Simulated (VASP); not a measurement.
Input:

```
CELL_PARAMETERS angstrom
      0.00000     2.97000     2.97000
      2.97000     0.00000     2.97000
      2.97000     2.97000     0.00000
ATOMIC_POSITIONS crystal
  Pb 0.00000 0.00000 0.00000
  S  0.50000 0.50000 0.50000
```

These are PBE GGA, VASP's PBE PAW potentials (set 64) (plane waves; VASP) values and carry that method's errors. Run with 300 eV cut-off, 7×7×7 Γ-centred mesh, Fermi-Dirac smearing of 0.050 eV, potentials Pb_d S.

At this cut-off the stress carries a Pulay error, which pulls relaxed volumes low.

Question: Estimate the energy per atom (σ→0), pressure.

Answer: 
```yaml
energy per atom (σ→0): -4.378 eV/atom
pressure: 1.37 GPa
```

Total energies compare only between runs with the same potentials, cut-off and functional.

The structure is a typed PbS crystal (Fm-3m). The cell was not relaxed at this level.
